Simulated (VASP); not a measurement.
The system is WC.

```
W C
1.0
     2.90650    0.00000    0.00000
    -1.45325    2.51710    0.00000
     0.00000    0.00000    2.83660
W C
1 1
Cartesian
  0.0000 0.0000 0.0000
  1.4533 0.8390 1.4183
```

- Program: VASP 6.6.1
- Task: relaxation of cell and atoms
- Functional: PBE
- Potentials or basis: VASP PAW PBE potentials, release 64 (W_sv, C)
- Cutoff: 600 eV
- k mesh: 18 × 18 × 14
- Occupations: gaussian, width 0.1 eV
- Spin: no spin polarisation

At the start: pressure 6.6 GPa; volume 10.38 Å³/atom.

Task: How do energy, volume and symmetry change on relaxing?

Result: Over 6 steps the energy falls by 3.6 meV/atom and the volume is 10.55 Å³/atom (+1.7 %); space group P-6m2 (No. 187, to 0.05 Å).

The path:
```csv
step,energy change (eV),largest force (eV/Å),pressure (GPa),volume (Å³)
1,0.0000,0.0000,6.63,20.75
2,0.0427,0.0000,-15.76,22.07
3,-0.0070,0.0000,-0.10,21.10
4,-0.0070,0.0000,0.03,21.10
5,-0.0070,0.0000,0.03,21.10
6,-0.0071,0.0000,0.02,21.10
```

Final structure:
```
W C
1.0
     2.92398    0.00000    0.00000
    -1.46199    2.53224    0.00000
     0.00000    0.00000    2.84979
W C
1 1
Direct
  0.00000 0.00000 0.00000
  0.66667 0.33333 0.50000
```
